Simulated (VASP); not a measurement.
Method: rev-vdW-DF2, VASP's PBE PAW potentials (set 64) (plane waves; VASP).

The input files of a VASP run:

File POSCAR:
```
LiCl
1
    0.0000000000     2.5476057403     2.5476057403
    2.5476057403     0.0000000000     2.5476057403
    2.5476057403     2.5476057403    -0.0000000000
Li Cl
1 1
Direct
  0.0000000000   0.0000000000   0.0000000000
  0.5000000000   0.5000000000   0.5000000000
```

### INCAR
```
AGGAC = 0.0
ALGO = Normal
EDIFF = 1E-6
EDIFFG = -0.01
ENCUT = 520
GGA = MK
IBRION = 2
ISIF = 3
ISMEAR = 0
LASPH = .TRUE.
LCHARG = .FALSE.
LREAL = .FALSE.
LUSE_VDW = .TRUE.
LWAVE = .FALSE.
NELM = 100
NSW = 60
PARAM1 = 0.1234568
PARAM2 = 0.7114
PREC = Accurate
SIGMA = 0.05
SYSTEM = LiCl
ZAB_VDW = -1.8867
```

### KPOINTS
```
Automatic mesh
0
Gamma
8 8 8
0 0 0
```

POTCAR, in this order: Li_sv Cl (PBE.64 set). Program: vasp_std.

Output

### OSZICAR
```
       N       E                     dE             d eps       ncg     rms          rms(c)
DAV:   1     0.463580099152E+02    0.46358E+02   -0.41687E+03   522   0.102E+03
DAV:   2    -0.351460405806E+01   -0.49873E+02   -0.47821E+02   752   0.167E+02
DAV:   3    -0.534567270231E+01   -0.18311E+01   -0.18297E+01   626   0.376E+01
DAV:   4    -0.537691663386E+01   -0.31244E-01   -0.31215E-01   813   0.497E+00
DAV:   5    -0.537723388075E+01   -0.31725E-03   -0.31724E-03   646   0.447E-01    0.226E+00
DAV:   6    -0.530301297650E+01    0.74221E-01   -0.17588E-01   587   0.247E+00    0.159E+00
DAV:   7    -0.530394670811E+01   -0.93373E-03   -0.55792E-02   769   0.155E+00    0.882E-01
DAV:   8    -0.530748946646E+01   -0.35428E-02   -0.81307E-03   577   0.844E-01    0.148E-01
DAV:   9    -0.530745714657E+01    0.32320E-04   -0.45884E-04   722   0.185E-01    0.403E-02
DAV:  10    -0.530750526711E+01   -0.48121E-04   -0.66556E-05   577   0.864E-02    0.166E-02
DAV:  11    -0.530750918331E+01   -0.39162E-05   -0.44811E-06   729   0.243E-02    0.302E-03
DAV:  12    -0.530750974930E+01   -0.56599E-06   -0.40057E-07   533   0.672E-03
   1 F= -.53075097E+01 E0= -.53075097E+01  d E =-.530751E+01
```

### OUTCAR
```
------------------------ aborting loop because EDIFF is reached ----------------------------------------
  FORCE on cell =-STRESS in cart. coord.  units (eV):
  Direction    XX          YY          ZZ          XY          YZ          ZX
  --------------------------------------------------------------------------------------
  Total       -0.0079211     -0.0079211     -0.0079211     -0.0000000     -0.0000000      0.0000000
  in kB       -0.3837673     -0.3837673     -0.3837673     -0.0000000     -0.0000000      0.0000000
  external PRESSURE =      -0.3837673 kB  Pullay stress =       0.0000000 kB
  volume of cell :       33.07
      direct lattice vectors                 reciprocal lattice vectors
     0.000000000  2.547605740  2.547605740    -0.196262707  0.196262707  0.196262707
     2.547605740  0.000000000  2.547605740     0.196262707 -0.196262707  0.196262707
     2.547605740  2.547605740  0.000000000     0.196262707  0.196262707 -0.196262707
  FREE ENERGIE OF THE ION-ELECTRON SYSTEM (eV)
  ---------------------------------------------------
  free  energy   TOTEN  =        -5.3075097493 eV

  energy  without entropy=       -5.3075097493  energy(sigma->0) =       -5.30750975

 reached required accuracy - stopping structural energy minimisation
```
(Selected blocks of OUTCAR.)

The compound is LiCl in the rock salt structure. It was relaxed first. The start is the result of an earlier pass.
